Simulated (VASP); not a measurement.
# PdC18 in VASP: notebook

Runs on PdC18. Level: PBE. Tasks: single point, relaxation of the atoms.

Everything below comes from runs of VASP 6.6.1. Logs are shortened: lines on timing, memory, paths and dates and some standing lists are left out, and cuts for length are marked.

**1. The structure**

The cell holds a slab with vacuum, 19 atoms: a = 7.398 Å, b = 7.398 Å, c = 11.000 Å, α = 90.00°, β = 90.00°, γ = 120.00°.

The cell was built by a generator and needn't be a form met in nature.

**2. Single point, PBE**

Input file INCAR:

```
  PREC = Accurate
  ENCUT = 520
  EDIFF = 1E-6
  ISMEAR = 0
  SIGMA = 0.05
  LREAL = Auto
  LASPH = T
  NELM = 100
  ALGO = Fast
  ISIF = 2
  LWAVE = F
  LCHARG = T
  GGA = PE
  LELF = T
  LVHAR = T
  NBANDS = 56
```

Input file KPOINTS:

```
regular mesh
0
Gamma
  2 2 1
```

Input file POSCAR:

```
PdC18
1.0
    7.3980000000      0.0000000000      0.0000000000
   -3.6990000000      6.4068560000      0.0000000000
    0.0000000000      0.0000000000     11.0000000000
C Pd
18 1
Direct
   -0.0010178348     -0.0058148049      0.1020410350
    0.2228878260      0.1064026010      0.0927029951
   -0.0013166937      0.3306227360      0.0926851202
    0.2212685203      0.4394538864      0.0875646434
   -0.0020265345      0.6618014904      0.0891132797
    0.2207702159      0.7724250628      0.0888030804
    0.3313802314     -0.0047956839      0.0891359056
    0.5540596198      0.1057216550      0.0891353318
    0.3317311969      0.3290029623      0.0875845688
    0.5542059608      0.4389682190      0.0866273003
    0.3312327815      0.6619367637      0.0866432058
    0.5537215406      0.7719111573      0.0875938414
    0.6625465555     -0.0054915259      0.0926929795
    0.8864474913      0.1067304281      0.1020197923
    0.6646710338      0.3284993956      0.0888019425
    0.8874690768      0.4391271879      0.0891057015
    0.6641787752      0.6614628372      0.0875650930
    0.8867556651      0.7702936366      0.0926928754
    0.9426750722      1.0507000956      0.2874915085
```

Potentials or basis: VASP PAW PBE potentials, release 64 (C, Pd).

Started as:

```
cat potpaw_PBE.64/C/POTCAR potpaw_PBE.64/Pd/POTCAR > POTCAR
mpirun -np 1 vasp_std > vasp.out
```

OUTCAR:

```text
PREC = Accurate
   ENCUT = 520
   EDIFF = 1E-6
   ISMEAR = 0
   LREAL = Auto
   LASPH = T
   NELM = 100
   ISIF = 2
   GGA = PE

 ion  position               nearest neighbor table
   1  0.999  0.994  0.102-  18 1.44   2 1.44  14 1.44  19 2.16
   2  0.223  0.106  0.093-   7 1.41   9 1.43   1 1.44
   3  0.999  0.331  0.093-  16 1.41   4 1.43  14 1.44
   4  0.221  0.439  0.088-   9 1.42  11 1.43   3 1.43
   5  0.998  0.662  0.089-  18 1.41  16 1.43   6 1.43
   6  0.221  0.772  0.089-  11 1.42   7 1.43   5 1.43
   7  0.331  0.995  0.089-   2 1.41   8 1.43   6 1.43
   8  0.554  0.106  0.089-  13 1.41   7 1.43  15 1.43
   9  0.332  0.329  0.088-   4 1.42  10 1.43   2 1.43
  10  0.554  0.439  0.087-  15 1.42   9 1.43  17 1.43
  11  0.331  0.662  0.087-   6 1.42   4 1.43  12 1.43
  12  0.554  0.772  0.088-  17 1.42  11 1.43  13 1.43
  13  0.663  0.995  0.093-   8 1.41  12 1.43  14 1.44
  14  0.886  0.107  0.102-   3 1.44  13 1.44   1 1.44  19 2.16
  15  0.665  0.328  0.089-  10 1.42   8 1.43  16 1.43
  16  0.887  0.439  0.089-   3 1.41   5 1.43  15 1.43
  17  0.664  0.661  0.088-  12 1.42  10 1.43  18 1.43
  18  0.887  0.770  0.093-   5 1.41  17 1.43   1 1.44
  19  0.943  0.051  0.287-  14 2.16   1 2.16

  LATTYP: Found a hexagonal cell.
 ALAT       =     7.3980000000
 C/A-ratio  =     1.4868883482

  Lattice vectors:

 A1 = (   7.3980000000,   0.0000000000,   0.0000000000)
 A2 = (  -3.6990000000,   6.4068560000,   0.0000000000)
 A3 = (   0.0000000000,   0.0000000000,  11.0000000000)

Analysis of symmetry for initial positions (statically):
=====================================================================
 Subroutine PRICEL returns:
 Original cell was already a primitive cell.

 Routine SETGRP: Setting up the symmetry group for a
 hexagonal supercell.

 Subroutine GETGRP returns: Found  1 space group operations
 (whereof  1 operations were pure point group operations)
 out of a pool of 24 trial point group operations.

The static configuration has the point symmetry C_1 .

Analysis of symmetry for dynamics (positions and initial velocities):
=====================================================================
 Subroutine PRICEL returns:
 Original cell was already a primitive cell.

 Routine SETGRP: Setting up the symmetry group for a
 hexagonal supercell.

 Subroutine GETGRP returns: Found  1 space group operations
 (whereof  1 operations were pure point group operations)
 out of a pool of 24 trial point group operations.

The dynamic configuration has the point symmetry C_1 .

 Subroutine INISYM returns: Found  1 space group operations
 (whereof  1 operations are pure point group operations),
 and found     1 'primitive' translations

----------------------------------------------------------------------------------------

                                     Primitive cell

  volume of cell :     521.3771

  direct lattice vectors                    reciprocal lattice vectors
     7.398000000  0.000000000  0.000000000     0.135171668  0.078041398  0.000000000
    -3.699000000  6.406856000  0.000000000     0.000000000  0.156082796  0.000000000
     0.000000000  0.000000000 11.000000000     0.000000000  0.000000000  0.090909091

  length of vectors
     7.398000000  7.398000054 11.000000000     0.156082797  0.156082796  0.090909091

  position of ions in fractional coordinates (direct lattice)
     0.998982165  0.994185195  0.102041035
     0.222887826  0.106402601  0.092702995
     0.998683306  0.330622736  0.092685120
     0.221268520  0.439453886  0.087564643
     0.997973466  0.661801490  0.089113280
     0.220770216  0.772425063  0.088803080
[... 11 lines left out ...]
     0.886755665  0.770293637  0.092692875
     0.942675072  0.050700096  0.287491508

  ion indices of the primitive-cell ions
   primitive index   ion index
                 1           1
                 2           2
                 3           3
                 4           4
                 5           5
                 6           6
[... 11 lines left out ...]
                18          18
                19          19

----------------------------------------------------------------------------------------

 KPOINTS: regular mesh

Automatic generation of k-mesh.
 Grid dimensions read from file:
 generate k-points for:    2    2    1

 Generating k-lattice:

  Cartesian coordinates                     Fractional coordinates (reciprocal lattice)
     0.067585834  0.039020699  0.000000000     0.500000000 -0.000000000  0.000000000
     0.000000000  0.078041398  0.000000000     0.000000000  0.500000000  0.000000000
     0.000000000  0.000000000  0.090909091     0.000000000  0.000000000  1.000000000

  Length of vectors
     0.078041399  0.078041398  0.090909091

  Shift w.r.t. Gamma in fractional coordinates (k-lattice)
     0.000000000  0.000000000  0.000000000

 Subroutine IBZKPT returns following result:
 ===========================================

 Found      4 irreducible k-points:

 Following reciprocal coordinates:
            Coordinates               Weight
  0.000000  0.000000  0.000000      1.000000
  0.500000 -0.000000  0.000000      1.000000
  0.000000  0.500000  0.000000      1.000000
  0.500000  0.500000  0.000000      1.000000
   k-points           NKPTS =      4   k-points in BZ     NKDIM =      4   number of bands    NBANDS=     56
   number of dos      NEDOS =    301   number of ions     NIONS =     19
   total plane-waves  NPLWV = 263424
   dimension x,y,z NGX =    56 NGY =   56 NGZ =   84
   dimension x,y,z NGXF=   112 NGYF=  112 NGZF=  168
   ions per type =              18   1
   NGX,Y,Z   is equivalent  to a cutoff of  12.58, 12.58, 12.70 a.u.
   NGXF,Y,Z  is equivalent  to a cutoff of  25.17, 25.17, 25.39 a.u.
 SYSTEM =  unknown system
   PREC   = accura    normal or accurate (medium, high low for compatibility)
   ISTART =      0    job   : 0-new  1-cont  2-samecut
   ICHARG =      2    charge: 1-file 2-atom 10-const
   ISPIN  =      1    spin polarized calculation?
   LNONCOLLINEAR =      F non collinear calculations
   LSORBIT =      F    spin-orbit coupling
   LASPH  =      T    aspherical Exc in radial PAW
   ENCUT  =  520.0 eV  38.22 Ry    6.18 a.u.  13.76 13.76 20.45*2*pi/ulx,y,z
   NELM   =    100;   NELMIN=  2; NELMDL= -5     # of ELM steps
   EDIFF  = 0.1E-05   stopping-criterion for ELM
   LREAL  =      T    real-space projection
   EDIFFG = 0.1E-04   stopping-criterion for IOM
   NSW    =      0    number of steps for IOM
   IBRION =     -1    ionic relax: 0-MD 1-quasi-New 2-CG
   NFREE  =      0    steps in history (QN), initial steepest desc. (CG)
   ISIF   =      2    stress and relaxation
   ISYM   =      2    0-nonsym 1-usesym 2-fastsym
   POTIM  = 0.5000    time-step for ionic-motion
   TEBEG  =    0.0;   TEEND  =   0.0 temperature during run
   PSTRESS=    0.0 pullay stress
   NELECT =      82.0000    total number of electrons
   NUPDOWN=      -1.0000    fix difference up-down
   EMIN   =  10.00;   EMAX   =-10.00  energy-range for DOS
   EFERMI =   0.00;   METHOD = LEGACY
   ISMEAR =     0;   SIGMA  =   0.05  broadening in eV -4-tet -1-fermi 0-gaus
   EFERMI_NEDOS =   21; number of points for ismear=-14 and -15
   IALGO  =     68    algorithm
   IMIX   =      4    mixing-type and parameters
     AMIX     =   0.40;   BMIX     =  1.00
     AMIX_MAG =   1.60;   BMIX_MAG =  1.00
  volume/ion in A,a.u.               =      27.44       185.18
  Fermi-wavevector in a.u.,A,eV,Ry     =   0.883681  1.669915 10.624679  0.780892
  Thomas-Fermi vector in A             =   2.004480
   LORBIT       =      0    0 simple, 1 ext, 2 COOP (PROOUT), +10 PAW based schemes
   GGA     = PE    functional components
   LHFCALC =     F    Hartree Fock is set to
   AEXX    =    0.0000 exact exchange contribution
   IVDW    =     0    specifies the selected vdW correction
   LEPSILON=     F    determine dielectric tensor
   LRPA    =     F    only Hartree local field effects (RPA)
 non-spin polarized calculation
 RMM-DIIS sequential band-by-band and
 Gauss-broadening in eV      SIGMA  =   0.05
  energy-cutoff  :      520.00
  volume of cell :      521.38
 maximum number of plane-waves:     14099
 NGX is ok and might be reduce to    56
   NGX = 27   NGY = 27   NGZ = 41

 number of electron      82.0000002 magnetization

 Free energy of the ion-electron system (eV)
  ---------------------------------------------------
  ext. energy  EPLUGINS =         0.00000000
  ---------------------------------------------------
  free energy    TOTEN  =      -168.29225464 eV

  energy without entropy =     -168.28442082  energy(sigma->0) =     -168.28833773

 E-fermi :  -0.7207     XC(G=0):  -4.5009

 val. band max:       -0.7590098863   @ k =   0.0000   0.0000   0.0000
 cond. band min:      -0.6823246975   @ k =   0.0000   0.0000   0.0000
 fundamental gap:      0.0766851888
 Fermi energy:        -0.7206672869

 k-point     1 :       0.0000    0.0000    0.0000
  band No.  band energies     occupation
      1     -20.4274      2.00000
      2     -18.0016      2.00000
      3     -17.8724      2.00000
      4     -17.8125      2.00000
      5     -17.8042      2.00000
      6     -17.7774      2.00000
[... 45 lines left out ...]
     52       6.6852      0.00000
     53       6.7638      0.00000

 k-point     2 :       0.5000   -0.0000    0.0000
  band No.  band energies     occupation
      1     -19.8259      2.00000
      2     -19.7193      2.00000
      3     -18.4956      2.00000
      4     -18.4595      2.00000
      5     -16.0746      2.00000
      6     -16.0006      2.00000
[... 45 lines left out ...]
     52       5.3887      0.00000
     53       5.4707      0.00000

 k-point     3 :       0.0000    0.5000    0.0000
  band No.  band energies     occupation
      1     -19.8261      2.00000
      2     -19.7191      2.00000
      3     -18.4959      2.00000
      4     -18.4592      2.00000
      5     -16.0746      2.00000
      6     -16.0005      2.00000
[... 45 lines left out ...]
     52       5.3915      0.00000
     53       5.4714      0.00000

 k-point     4 :       0.5000    0.5000    0.0000
  band No.  band energies     occupation
      1     -19.8142      2.00000
      2     -19.7348      2.00000
      3     -18.5024      2.00000
      4     -18.4450      2.00000
      5     -16.0539      2.00000
      6     -16.0072      2.00000
[... 45 lines left out ...]
     52       5.3539      0.00000
     53       5.5512      0.00000
 [bands above 53 left out]

------------------------ aborting loop because EDIFF is reached ----------------------------------------

  FORCE on cell =-STRESS in cart. coord.  units (eV):
  Direction    XX          YY          ZZ          XY          YZ          ZX
  --------------------------------------------------------------------------------------
  -------------------------------------------------------------------------------------
  Total        2.6645577      5.9097756     -0.0141629      2.8126135     -0.0037844      0.0096216
  in kB        8.1881112     18.1605751     -0.0435221      8.6430825     -0.0116295      0.0295669
  external PRESSURE =       8.7683881 kB  Pullay stress =       0.0000000 kB

 VOLUME and BASIS-vectors are now :
 -----------------------------------------------------------------------------
  energy-cutoff  :      520.00
  volume of cell :      521.38
      direct lattice vectors                 reciprocal lattice vectors
     7.398000000  0.000000000  0.000000000     0.135171668  0.078041398  0.000000000
    -3.699000000  6.406856000  0.000000000     0.000000000  0.156082796  0.000000000
     0.000000000  0.000000000 11.000000000     0.000000000  0.000000000  0.090909091

 POSITION                                       TOTAL-FORCE (eV/Angst)
 -----------------------------------------------------------------------------------
      3.71298      6.36960      1.12245         0.022762     -0.000356     -0.003438
      1.25534      0.68171      1.01973        -0.008231      0.011122     -0.008267
      6.16529      2.11825      1.01954         0.005442      0.006931     -0.007053
      0.01140      2.81552      0.96321         0.008196      0.003396      0.002328
      4.93500      4.24007      0.98025         0.015399      0.000333     -0.001061
     -1.22394      4.94882      0.97683        -0.006276     -0.002284      0.004649
[... 11 lines left out ...]
      3.71090      4.93516      1.01962         0.003020     -0.002078     -0.003667
      6.78637      0.32483      3.16241        -0.000573     -0.000779      0.036264
 -----------------------------------------------------------------------------------
    total drift:                                0.007897     -0.014151     -0.002281

  FREE ENERGIE OF THE ION-ELECTRON SYSTEM (eV)
  ---------------------------------------------------
  free  energy   TOTEN  =      -168.2922546375 eV

  energy  without entropy=     -168.2844208208  energy(sigma->0) =     -168.28833773
```

Wall time 2.4 min (1 thread of Intel Xeon 6975P-C (Granite Rapids), shared host); peak memory 0.57 GiB.

Results:

```yaml
Free_energy: -168.2923 eV
Largest_force: 0.036 eV/Å
Band_gap_on_the_k_mesh: 0.08 eV, direct
```

Forces on the atoms (eV/Å):
```
C    0.023  0.000 -0.003
C   -0.008  0.011 -0.008
C    0.005  0.007 -0.007
C    0.008  0.003  0.002
C    0.015  0.000 -0.001
C   -0.006 -0.002  0.005
C    0.006 -0.009 -0.005
C   -0.004  0.001 -0.003
C   -0.007  0.008 -0.004
C   -0.012  0.003  0.001
C    0.003 -0.007  0.001
C   -0.005 -0.008 -0.006
C    0.008 -0.003  0.001
C   -0.016  0.016 -0.004
C    0.009  0.000  0.000
C   -0.013 -0.005 -0.001
C   -0.010 -0.012  0.001
C    0.003 -0.002 -0.004
Pd  -0.001 -0.001  0.036
```

Levels at points of the mesh, in eV from the valence-band top:
```
           k point  band 39  band 40  band 41  band 42  band 43  band 44
(0.00, 0.00, 0.00)    -1.45    -0.15     0.00     0.08     0.27     0.93
(0.50, 0.00, 0.00)    -1.48    -1.30    -1.05     0.97     1.62     2.37
(0.00, 0.50, 0.00)    -1.48    -1.30    -1.05     0.97     1.62     2.37
(0.50, 0.50, 0.00)    -1.24    -1.24    -1.23     0.88     1.61     2.32
```

Caveat: the k mesh is coarse (spacing up to 0.49 Å⁻¹), so the values aren't converged. As with any semilocal functional, this PBE gap is likely too small.

[end of part 1 of 2]
